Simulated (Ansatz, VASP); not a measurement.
Two plane-wave programs on Ge4I

```
CELL_PARAMETERS angstrom
2.78149 -1.83623 0.00000
2.71023 1.72639 0.00000
-1.13530 0.02271 12.99068
ATOMIC_POSITIONS crystal
Ge 0.51819 0.51819 0.72253
Ge 0.84479 0.84479 0.57805
Ge 0.15521 0.15521 0.42195
Ge 0.48181 0.48181 0.27747
I 0.00000 0.00000 0.00000
```

Change from the starting cell: strain = -0.04.

Alike in both runs: task single point; functional PBE; k mesh 7 × 7 × 2; occupations fermi-dirac, width 0.05 eV; no spin polarisation.

|  | VASP | Ansatz |
| --- | --- | --- |
| version | VASP 6.6.1 | Ansatz 0.2.0 |
| potentials or method | VASP PAW PBE potentials, release 64 (Ge_d, I) | Ansatz PAW |
| plane-wave cutoff (eV) | 520 | 420 |
| valence electrons in the cell | 63 | 73 |

VASP gave:

* gap on the k mesh at the Fermi level (eV): none
* pressure (GPa): 0.0
* largest component of the traceless stress (GPa): 0.87
* rms of the force components (eV/Å): 0.061

**Question.** Which values does Ansatz return?

**Answer.** gap on the k mesh at the Fermi level (eV): none; pressure (GPa): 0.1; largest component of the traceless stress (GPa): 0.87; rms of the force components (eV/Å): 0.060.

Atom by atom the forces differ by 0.003 eV/Å (rms over components). A gap of «none» marks a metal or a gap that the smearing closes. The functional is the same, so the differences come from potentials, cutoffs and numerics. The two sets of potentials don't hold the same shells in valence.

Caveats: an odd number of electrons without spin polarisation forces a metal; a magnetic or distorted state may lie lower. Spin-orbit coupling is left out, which matters for the levels of I.
